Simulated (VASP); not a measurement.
Data:

```yaml
crystal:
  lattice:
    - [2.07921, -3.60129, 0.00000]
    - [2.07921, 3.60129, 0.00000]
    - [0.00000, 0.00000, 6.75307]
  atoms:
    - { symbol: Cd, position: [0.66667, 0.33333, 0.49996] }
    - { symbol: Cd, position: [0.33333, 0.66667, 0.99996] }
    - { symbol: S, position: [0.66667, 0.33333, 0.87704] }
    - { symbol: S, position: [0.33333, 0.66667, 0.37704] }
```

Calculation: SCAN meta-GGA, VASP's PBE PAW potentials (set 64) (plane waves; VASP). Numerical set-up: 520 eV cut-off, 7×7×4 Γ-centred mesh, tetrahedra with Blöchl corrections, potentials Cd S.

The cores are frozen, which limits the accuracy of field gradients.

Q: Give the principal components of the electric field gradient (V/Å²) and the asymmetry η at each nucleus.

A: 
```
atom   Vxx   Vyy   Vzz     η
----  ----  ----  ----  ----
Cd1   -1.9  -1.9   3.9  0.00
Cd2   -1.9  -1.9   3.9  0.00
S3     0.4   0.4  -0.8  0.00
S4     0.4   0.4  -0.8  0.00
```

The compound is CdS in the wurtzite structure. It was relaxed first.
